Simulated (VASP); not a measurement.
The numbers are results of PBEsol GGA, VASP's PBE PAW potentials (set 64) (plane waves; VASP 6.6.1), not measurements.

A VASP calculation is set up with these files.

**INCAR**
```
# general
SYSTEM   =  PbSe
PREC     =  Accurate
ENCUT    =  400   # plane-wave cut-off (eV)
LREAL    =  .FALSE.   # projection in real space or not
LASPH    =  .TRUE.   # aspherical one-centre terms

# electronic loop
EDIFF    =  1E-6
NELM     =  100
ALGO     =  Normal   # blocked Davidson
LMAXMIX  =  4   # l cut-off of mixed one-centre charges

# smearing
ISMEAR   =  0   # Gaussian
SIGMA    =  0.05

# functional
GGA      =  PS   # PBEsol

# ions
IBRION   =  2   # conjugate gradients
NSW      =  60
ISIF     =  3   # ions, shape and volume
EDIFFG   =  -0.01   # ionic stop

# output
LWAVE    =  .FALSE.
LCHARG   =  .FALSE.
```

POSCAR:
```
PbSe
1
    0.0000000000     3.0606500000     3.0606500000
    3.0606500000     0.0000000000     3.0606500000
    3.0606500000     3.0606500000     0.0000000000
Pb Se
1 1
Direct
  0.0000000000   0.0000000000   0.0000000000
  0.5000000000   0.5000000000   0.5000000000
```

### KPOINTS
```
Automatic mesh
0
Gamma
7 7 7
0 0 0
```

POTCAR, in this order: Pb_d Se (PBE.64 set). Program: vasp_std.

The resulting files:

**OSZICAR**
```
       N       E                     dE             d eps       ncg     rms          rms(c)
DAV:   1     0.146707780416E+03    0.14671E+03   -0.85383E+03   566   0.122E+03
DAV:   2     0.231968780971E+01   -0.14439E+03   -0.14147E+03   572   0.324E+02
DAV:   3    -0.894868027592E+01   -0.11268E+02   -0.11223E+02   746   0.101E+02
DAV:   4    -0.917618505874E+01   -0.22750E+00   -0.22742E+00   588   0.172E+01
DAV:   5    -0.918344888101E+01   -0.72638E-02   -0.72638E-02   760   0.287E+00    0.267E+00
DAV:   6    -0.892527032018E+01    0.25818E+00   -0.68553E-01   798   0.700E+00    0.152E+00
DAV:   7    -0.891835913527E+01    0.69112E-02   -0.10681E-01   630   0.192E+00    0.803E-01
DAV:   8    -0.891900495844E+01   -0.64582E-03   -0.10658E-02   650   0.133E+00    0.122E-01
DAV:   9    -0.891866558577E+01    0.33937E-03   -0.21871E-03   796   0.509E-01    0.465E-02
DAV:  10    -0.891869579942E+01   -0.30214E-04   -0.14047E-04   614   0.834E-02    0.159E-02
DAV:  11    -0.891869456191E+01    0.12375E-05   -0.29242E-05   796   0.636E-02    0.378E-03
DAV:  12    -0.891869460997E+01   -0.48055E-07   -0.22394E-06   540   0.189E-02
   1 F= -.89186946E+01 E0= -.89186946E+01  d E =-.891869E+01
       N       E                     dE             d eps       ncg     rms          rms(c)
DAV:   1    -0.896044782359E+01   -0.41753E-01   -0.12751E+00   686   0.205E+01    0.108E+00
DAV:   2    -0.892518162571E+01    0.35266E-01   -0.72613E-02   692   0.515E+00    0.394E-01
DAV:   3    -0.891950640396E+01    0.56752E-02   -0.25708E-02   680   0.283E+00    0.716E-02
DAV:   4    -0.891957856320E+01   -0.72159E-04   -0.57948E-04   560   0.257E-01    0.256E-02
DAV:   5    -0.891958752879E+01   -0.89656E-05   -0.65140E-05   702   0.118E-01    0.113E-02
DAV:   6    -0.891958779025E+01   -0.26145E-06   -0.41096E-06   568   0.299E-02
   2 F= -.89195878E+01 E0= -.89195878E+01  d E =-.893180E-03
       N       E                     dE             d eps       ncg     rms          rms(c)
DAV:   1    -0.892315641369E+01   -0.35689E-02   -0.10788E-01   686   0.611E+00    0.311E-01
DAV:   2    -0.892024445612E+01    0.29120E-02   -0.59689E-03   692   0.145E+00    0.114E-01
DAV:   3    -0.891976020426E+01    0.48425E-03   -0.21813E-03   680   0.822E-01    0.205E-02
DAV:   4    -0.891976119960E+01   -0.99534E-06   -0.50001E-05   560   0.783E-02    0.724E-03
DAV:   5    -0.891976016142E+01    0.10382E-05   -0.76586E-06   672   0.427E-02    0.351E-03
DAV:   6    -0.891976001141E+01    0.15001E-06   -0.52531E-07   292   0.141E-02
   3 F= -.89197600E+01 E0= -.89197600E+01  d E =-.106540E-02
```

OUTCAR:
```
------------------------ aborting loop because EDIFF is reached ----------------------------------------
  FORCE on cell =-STRESS in cart. coord.  units (eV):
  Direction    XX          YY          ZZ          XY          YZ          ZX
  --------------------------------------------------------------------------------------
  Total       -0.0000968     -0.0000968     -0.0000968     -0.0000000     -0.0000000      0.0000000
  in kB       -0.0027329     -0.0027329     -0.0027329     -0.0000000     -0.0000000      0.0000000
  external PRESSURE =      -0.0027329 kB  Pullay stress =       0.0000000 kB
  volume of cell :       56.74
      direct lattice vectors                 reciprocal lattice vectors
     0.000000000  3.049918625  3.049918625    -0.163938800  0.163938800  0.163938800
     3.049918625  0.000000000  3.049918625     0.163938800 -0.163938800  0.163938800
     3.049918625  3.049918625  0.000000000     0.163938800  0.163938800 -0.163938800
  FREE ENERGIE OF THE ION-ELECTRON SYSTEM (eV)
  ---------------------------------------------------
  free  energy   TOTEN  =        -8.9197600114 eV

  energy  without entropy=       -8.9197600114  energy(sigma->0) =       -8.91976001

 reached required accuracy - stopping structural energy minimisation
```
(Selected blocks of OUTCAR.)

CONTCAR:
```
PbSe
   1.00000000000000
     0.0000000000000000    3.0499186251734098    3.0499186251734098
     3.0499186251734098    0.0000000000000000    3.0499186251734098
     3.0499186251734098    3.0499186251734098    0.0000000000000000
  Pb              Se
     1     1
Direct
     0.0000000000000000    0.0000000000000000    0.0000000000000000
     0.5000000000000000    0.5000000000000000    0.5000000000000000
```

The structure comes from a measured PbSe entry (Fm-3m) of the Crystallography Open Database, whose conditions weren't checked. This run relaxes it. Symmetry was kept, so distortions that lower it aren't found.
